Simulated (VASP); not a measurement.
Output of a VASP run:

File OUTCAR:
```
 ion  position               nearest neighbor table
   1  0.500  1.000  0.999-  62 2.86  54 2.86  46 2.86  33 2.89
   2  0.750  0.250  0.998-  55 2.85  44 2.85  33 2.86  34 2.87
   3  0.750  0.997  0.250-  49 2.85  39 2.86  35 2.86  33 2.87
   4  0.000  1.000  0.999-  63 2.87  44 2.88  39 2.88  36 2.88
   5  0.249  0.251  0.999-  60 2.86  54 2.86  36 2.86  37 2.89
   6  0.501  0.500  0.997-  55 2.84  61 2.85  38 2.86  37 2.88
   7  0.749  0.751  0.999-  62 2.85  39 2.86  56 2.87  38 2.89
   8  0.249  1.000  0.251-  57 2.86  36 2.86  46 2.87  40 2.88
   9  0.483  0.232  0.233-  40 2.80  37 2.80  33 2.80
  10  0.766  0.516  0.234-  41 2.80  34 2.80  38 2.81
  11  0.500  0.997  0.500-  49 2.84  59 2.85  40 2.87  42 2.88
  12  0.766  0.235  0.515-  42 2.80  43 2.80  35 2.82
  13  0.750  0.000  0.751-  44 2.85  53 2.86  62 2.87  42 2.88
  14  0.000  0.500  1.000-  60 2.86  56 2.86  45 2.87  34 2.88
  15  0.250  0.750  0.000-  63 2.87  45 2.88  61 2.88  46 2.88
  16  0.003  0.250  0.250-  47 2.84  35 2.86  36 2.86  34 2.87
  17  0.247  0.500  0.250-  47 2.85  45 2.85  48 2.86  37 2.87
  18  0.500  0.753  0.250-  49 2.85  46 2.86  38 2.87  48 2.87
  19  0.000  1.000  0.500-  53 2.86  57 2.86  50 2.86  35 2.89
  20  0.247  0.250  0.500-  47 2.85  50 2.86  40 2.86  51 2.87
  21  0.483  0.518  0.518-  52 2.79  51 2.80  48 2.80
  22  0.750  0.753  0.500-  49 2.85  53 2.85  52 2.87  41 2.87
  23  0.250  0.000  0.750-  63 2.87  59 2.88  50 2.88  54 2.88
  24  0.500  0.250  0.753-  55 2.84  54 2.85  51 2.87  42 2.88
  25  0.750  0.500  0.753-  55 2.85  56 2.86  43 2.86  52 2.87
  26  0.001  0.751  0.250-  57 2.86  45 2.86  39 2.86  41 2.89
  27  0.003  0.500  0.500-  47 2.85  58 2.86  41 2.87  43 2.87
  28  0.250  0.751  0.500-  59 2.86  57 2.86  58 2.87  48 2.89
  29  0.000  0.251  0.751-  60 2.85  44 2.86  50 2.86  43 2.89
  30  0.249  0.499  0.751-  60 2.85  61 2.86  58 2.86  51 2.89
  31  0.500  0.751  0.751-  62 2.85  61 2.86  59 2.86  52 2.89
  32  1.000  0.750  0.750-  63 2.88  58 2.88  53 2.88  56 2.88
  33  0.628  0.124  0.124-   9 2.80   2 2.86   3 2.87   1 2.89
  34  0.876  0.372  0.124-  10 2.80   2 2.87  16 2.87  14 2.88
  35  0.876  0.124  0.371-  12 2.82   3 2.86  16 2.86  19 2.89
  36  0.127  0.125  0.125-   8 2.86  16 2.86   5 2.86   4 2.88
  37  0.375  0.378  0.124-   9 2.80  17 2.87   6 2.88   5 2.89
  38  0.622  0.625  0.124-  10 2.81   6 2.86  18 2.87   7 2.89
  39  0.875  0.874  0.125-   3 2.86   7 2.86  26 2.86   4 2.88
  40  0.374  0.124  0.378-   9 2.80  20 2.86  11 2.87   8 2.88
  41  0.876  0.625  0.378-  10 2.80  27 2.87  22 2.87  26 2.89
  42  0.623  0.125  0.625-  12 2.80  24 2.88  11 2.88  13 2.88
  43  0.876  0.378  0.626-  12 2.80  25 2.86  27 2.87  29 2.89
  44  0.875  0.125  0.874-   2 2.85  13 2.85  29 2.86   4 2.88
  45  0.124  0.625  0.126-  17 2.85  26 2.86  14 2.87  15 2.88
  46  0.375  0.877  0.125-  18 2.86   1 2.86   8 2.87  15 2.88
  47  0.125  0.375  0.375-  16 2.84  17 2.85  20 2.85  27 2.85
  48  0.374  0.626  0.372-  21 2.80  17 2.86  18 2.87  28 2.89
  49  0.625  0.875  0.375-  11 2.84  18 2.85   3 2.85  22 2.85
  50  0.124  0.126  0.625-  20 2.86  19 2.86  29 2.86  23 2.88
  51  0.374  0.372  0.626-  21 2.80  24 2.87  20 2.87  30 2.89
  52  0.628  0.626  0.626-  21 2.79  25 2.87  22 2.87  31 2.89
  53  0.875  0.877  0.625-  22 2.85  19 2.86  13 2.86  32 2.88
  54  0.375  0.126  0.876-  24 2.85   5 2.86   1 2.86  23 2.88
  55  0.625  0.375  0.875-   6 2.84  24 2.84   2 2.85  25 2.85
  56  0.875  0.625  0.876-  25 2.86  14 2.86   7 2.87  32 2.88
  57  0.125  0.875  0.375-   8 2.86  26 2.86  19 2.86  28 2.86
  58  0.127  0.625  0.625-  27 2.86  30 2.86  28 2.87  32 2.88
  59  0.375  0.874  0.625-  11 2.85  28 2.86  31 2.86  23 2.88
  60  0.125  0.375  0.875-  30 2.85  29 2.85   5 2.86  14 2.86
  61  0.376  0.624  0.874-   6 2.85  31 2.86  30 2.86  15 2.88
  62  0.625  0.875  0.875-   7 2.85  31 2.85   1 2.86  13 2.87
  63  0.126  0.875  0.875-   4 2.87  15 2.87  23 2.87  32 2.88
 Subroutine IBZKPT returns following result:
 Found      1 irreducible k-points:

 Following reciprocal coordinates:
            Coordinates               Weight
  0.000000  0.000000  0.000000      1.000000
   k-points           NKPTS =      1   k-points in BZ     NKDIM =      1   number of bands    NBANDS=    344
   number of dos      NEDOS =    301   number of ions     NIONS =     63
   total plane-waves  NPLWV = 343000
   dimension x,y,z NGX =    70 NGY =   70 NGZ =   70
   dimension x,y,z NGXF=   140 NGYF=  140 NGZF=  140
   ions per type =              32  31
   PREC   = normal    normal or accurate (medium, high low for compatibility)
   ISTART =      0    job   : 0-new  1-cont  2-samecut
   ICHARG =      2    charge: 1-file 2-atom 10-const
   ISPIN  =      2    spin polarized calculation?
...
```

OSZICAR:
```
...
RMM:   2    -0.146125777021E+03   -0.13478E-02   -0.16371E-02  1376   0.219E-01    0.734E-02
RMM:   3    -0.146125976891E+03   -0.19987E-03   -0.22482E-03  1376   0.838E-02    0.617E-02
RMM:   4    -0.146125987811E+03   -0.10920E-04   -0.34694E-04  1381   0.326E-02    0.428E-02
RMM:   5    -0.146125990827E+03   -0.30152E-05   -0.97868E-05  1269   0.164E-02
   3 F= -.14612599E+03 E0= -.14612599E+03  d E =-.936540E-02  mag=     2.0000
       N       E                     dE             d eps       ncg     rms          rms(c)
DAV:   1    -0.146117655714E+03    0.83321E-02   -0.71736E+00  1424   0.432E+00    0.665E-01
RMM:   2    -0.146123005324E+03   -0.53496E-02   -0.64949E-02  1376   0.437E-01    0.146E-01
RMM:   3    -0.146123790123E+03   -0.78480E-03   -0.88819E-03  1376   0.167E-01    0.121E-01
RMM:   4    -0.146123830837E+03   -0.40715E-04   -0.13617E-03  1381   0.648E-02    0.848E-02
RMM:   5    -0.146123841164E+03   -0.10327E-04   -0.38348E-04  1376   0.325E-02    0.263E-02
RMM:   6    -0.146123850662E+03   -0.94980E-05   -0.84444E-05  1111   0.131E-02
   4 F= -.14612385E+03 E0= -.14612385E+03  d E =-.722524E-02  mag=     2.0000
       N       E                     dE             d eps       ncg     rms          rms(c)
DAV:   1    -0.146123481429E+03    0.35974E-03   -0.36946E+00  1424   0.310E+00    0.484E-01
RMM:   2    -0.146126209401E+03   -0.27280E-02   -0.33044E-02  1376   0.312E-01    0.107E-01
RMM:   3    -0.146126599935E+03   -0.39053E-03   -0.44957E-03  1376   0.119E-01    0.818E-02
RMM:   4    -0.146126617821E+03   -0.17886E-04   -0.68433E-04  1379   0.460E-02    0.582E-02
RMM:   5    -0.146126621092E+03   -0.32714E-05   -0.18914E-04  1365   0.229E-02    0.201E-02
RMM:   6    -0.146126625576E+03   -0.44832E-05   -0.41304E-05   987   0.927E-03
   5 F= -.14612663E+03 E0= -.14612663E+03  d E =-.100001E-01  mag=     2.0000
       N       E                     dE             d eps       ncg     rms          rms(c)
DAV:   1    -0.146126596609E+03    0.24483E-04   -0.44634E-02  1440   0.340E-01    0.558E-02
RMM:   2    -0.146126628722E+03   -0.32113E-04   -0.39074E-04  1376   0.341E-02    0.128E-02
RMM:   3    -0.146126633289E+03   -0.45669E-05   -0.53668E-05  1113   0.130E-02    0.783E-03
RMM:   4    -0.146126633482E+03   -0.19326E-06   -0.79317E-06   732   0.485E-03
   6 F= -.14612663E+03 E0= -.14612663E+03  d E =-.100081E-01  mag=     2.0000
       N       E                     dE             d eps       ncg     rms          rms(c)
DAV:   1    -0.146126632761E+03    0.52741E-06   -0.85343E-03  1440   0.149E-01    0.241E-02
RMM:   2    -0.146126639055E+03   -0.62936E-05   -0.76383E-05  1322   0.151E-02    0.504E-03
RMM:   3    -0.146126639959E+03   -0.90412E-06   -0.10569E-05   740   0.574E-03    0.369E-03
RMM:   4    -0.146126639976E+03   -0.16502E-07   -0.14306E-06   678   0.202E-03
   7 F= -.14612664E+03 E0= -.14612664E+03  d E =-.100146E-01  mag=     2.0000
       N       E                     dE             d eps       ncg     rms          rms(c)
DAV:   1    -0.146127564909E+03   -0.92495E-03   -0.75145E-01  1408   0.137E+00    0.156E-01
RMM:   2    -0.146127986789E+03   -0.42188E-03   -0.49621E-03  1376   0.125E-01    0.387E-02
RMM:   3    -0.146128047049E+03   -0.60260E-04   -0.68476E-04  1376   0.474E-02    0.329E-02
RMM:   4    -0.146128047355E+03   -0.30651E-06   -0.10192E-04  1358   0.179E-02    0.225E-02
RMM:   5    -0.146128047414E+03   -0.58295E-07   -0.28935E-05   914   0.900E-03
   8 F= -.14612805E+03 E0= -.14612805E+03  d E =-.140744E-02  mag=     2.0000
```

OUTCAR:
```
------------------------ aborting loop because EDIFF is reached ----------------------------------------
  FORCE on cell =-STRESS in cart. coord.  units (eV):
  Direction    XX          YY          ZZ          XY          YZ          ZX
  --------------------------------------------------------------------------------------
  Total        4.9805740      4.9939417      4.9998375     -0.1143738     -0.0157423     -0.0939905
  in kB        3.4304683      3.4396757      3.4437365     -0.0787772     -0.0108429     -0.0647378
  external PRESSURE =       3.4379602 kB  Pullay stress =       0.0000000 kB
  volume of cell :     2326.14
      direct lattice vectors                 reciprocal lattice vectors
    13.249887362  0.000000000  0.000000000     0.075472340  0.000000000  0.000000000
     0.000000000 13.249887362  0.000000000     0.000000000  0.075472340  0.000000000
     0.000000000  0.000000000 13.249887362     0.000000000  0.000000000  0.075472340
  FREE ENERGIE OF THE ION-ELECTRON SYSTEM (eV)
  ---------------------------------------------------
  free  energy   TOTEN  =      -146.1280474138 eV

  energy  without entropy=     -146.1280469587  energy(sigma->0) =     -146.12804719

 total charge

# of ion       s       p       d       tot
------------------------------------------
    1        0.462   0.284   9.530  10.275
    2        0.468   0.285   9.529  10.282
    3        0.467   0.285   9.529  10.281
    4        0.463   0.280   9.530  10.273
    5        0.462   0.284   9.530  10.275
    6        0.467   0.286   9.529  10.282
    7        0.462   0.283   9.530  10.274
    8        0.462   0.283   9.530  10.275
    9        0.493   0.259   9.525  10.277
   10        0.493   0.257   9.525  10.275
   11        0.467   0.285   9.530  10.282
   12        0.493   0.256   9.526  10.275
   13        0.462   0.283   9.530  10.275
   14        0.462   0.284   9.530  10.275
   15        0.463   0.279   9.530  10.273
   16        0.467   0.285   9.529  10.281
   17        0.467   0.285   9.529  10.281
   18        0.467   0.285   9.529  10.281
   19        0.462   0.284   9.530  10.275
   20        0.468   0.285   9.529  10.282
   21        0.493   0.258   9.525  10.277
   22        0.467   0.285   9.529  10.281
   23        0.463   0.280   9.530  10.273
   24        0.467   0.285   9.529  10.281
   25        0.467   0.285   9.529  10.281
   26        0.462   0.283   9.530  10.274
   27        0.467   0.285   9.530  10.281
   28        0.462   0.283   9.530  10.275
   29        0.462   0.284   9.530  10.275
   30        0.462   0.283   9.530  10.275
   31        0.462   0.284   9.530  10.275
   32        0.463   0.279   9.530  10.272
   33        1.354   2.037   0.019   3.410
   34        1.354   2.037   0.018   3.409
   35        1.354   2.037   0.018   3.409
   36        1.352   2.041   0.017   3.411
   37        1.354   2.037   0.018   3.409
   38        1.354   2.037   0.018   3.409
   39        1.352   2.041   0.017   3.410
   40        1.354   2.037   0.018   3.409
   41        1.354   2.036   0.018   3.409
   42        1.354   2.036   0.018   3.409
   43        1.354   2.036   0.018   3.409
   44        1.352   2.041   0.017   3.411
   45        1.352   2.041   0.017   3.411
   46        1.352   2.041   0.017   3.411
   47        1.358   2.044   0.018   3.420
   48        1.354   2.037   0.018   3.409
...
```
(Selected blocks of OUTCAR.)

**POSCAR**
```
Cd32Te31
1
   13.2498873621     0.0000000000     0.0000000000
    0.0000000000    13.2498873621    -0.0000000000
   -0.0000000000    -0.0000000000    13.2498873621
Cd Te
32 31
Direct
  0.4999818663   0.9997713601   0.9993645003
  0.7498346887   0.2500873347   0.9975411458
  0.7501844258   0.9972943963   0.2501961777
  0.0001884889   0.9999521092   0.9993688017
  0.2494280312   0.2505332951   0.9990437113
  0.5008727462   0.4996230008   0.9967791967
  0.7491726190   0.7512591595   0.9993735311
  0.2490610594   0.9999137373   0.2508625282
  0.4825277055   0.2323169355   0.2327994475
  0.7661909088   0.5161193881   0.2341008653
  0.5001164757   0.9968309821   0.4997357587
  0.7658298129   0.2351715251   0.5151623504
  0.7497989785   0.0004961239   0.7506692509
  0.0004981794   0.4998078416   0.9998314822
  0.2502416452   0.7497085408   0.0001697578
  0.0028601134   0.2497645278   0.2503818124
  0.2473738507   0.5000770307   0.2504524665
  0.5002267283   0.7527687143   0.2500580164
  0.0004374583   0.9999162101   0.5003797968
  0.2473510090   0.2500707649   0.4996740696
  0.4832297145   0.5175083536   0.5177275119
  0.7501650080   0.7531382372   0.5001653197
  0.2504374627   0.0000465426   0.7499002085
  0.5003108467   0.2500903653   0.7526762596
  0.7500758712   0.4996806971   0.7527175114
  0.0006761877   0.7506332793   0.2504199476
  0.0027180119   0.5002201439   0.5000813666
  0.2498112322   0.7511196197   0.4998081033
  0.0004700111   0.2507017009   0.7513553603
  0.2493917076   0.4994426532   0.7513133336
  0.5001937943   0.7508096102   0.7513546146
  0.9999317852   0.7497510492   0.7498728481
  0.6281758290   0.1244053918   0.1242912616
  0.8758395606   0.3723105329   0.1242064475
  0.8761084492   0.1238470895   0.3713058199
  0.1265505793   0.1250623894   0.1250169294
  0.3745716267   0.3776987111   0.1244813396
  0.6218534176   0.6254966912   0.1241609953
  0.8749822378   0.8739264196   0.1251158760
  0.3742219424   0.1243984311   0.3781509312
  0.8756449029   0.6254693786   0.3778011358
  0.6231751206   0.1248109680   0.6250268033
  0.8758127459   0.3781358646   0.6257781206
  0.8745832876   0.1253467394   0.8740894255
  0.1238939436   0.6251100173   0.1257789446
  0.3748415425   0.8765073149   0.1254450718
  0.1248723693   0.3750069256   0.3748401094
  0.3743159140   0.6256926129   0.3720569763
  0.6249383024   0.8751966252   0.3749459792
  0.1237997424   0.1257345992   0.6253625966
  0.3743298093   0.3722106765   0.6260436128
  0.6280756533   0.6258480689   0.6259415966
  0.8748168908   0.8766783438   0.6251581719
  0.3752230705   0.1257462302   0.8763153660
  0.6251455345   0.3747931458   0.8750120730
  0.8747067090   0.6247902663   0.8764850448
  0.1245710436   0.8753623364   0.3751674910
  0.1266019993   0.6247978397   0.6249699045
  0.3754475947   0.8738280129   0.6248040237
  0.1248831813   0.3753362139   0.8751668710
  0.3757741887   0.6243617357   0.8744551229
  0.6248639136   0.8752150458   0.8752981345
  0.1256524734   0.8748711518   0.8750987715
```

Write an INCAR and KPOINTS that could have produced this output.

Several could match; the one computed here: the input of the run itself, PBE GGA, plane waves, VASP's PBE PAW potentials (set 64).

**INCAR**
```
ALGO = Fast
EDIFF = 1E-5
EDIFFG = -0.03
ENCUT = 400
GGA = PE
IBRION = 2
ISIF = 2
ISMEAR = 0
ISPIN = 2
ISYM = 0
LASPH = .TRUE.
LCHARG = .FALSE.
LMAXMIX = 4
LORBIT = 10
LREAL = Auto
LWAVE = .FALSE.
MAGMOM = 63*0.0317
NELM = 100
NELMIN = 4
NSW = 120
NUPDOWN = 2
PREC = Normal
SIGMA = 0.05
SYSTEM = Cd32Te31
```

KPOINTS:
```
Automatic mesh
0
Gamma
1 1 1
0 0 0
```

POTCAR, in this order: Cd Te (PBE.64 set). Program: vasp_gam.

The supercell is sampled at Γ alone, which is coarse: total energies, pressure and levels can be off, energies of defects by several tenths of an eV.

The cell is a supercell with a defect, built from CdTe (zinc blende): vac_Te.
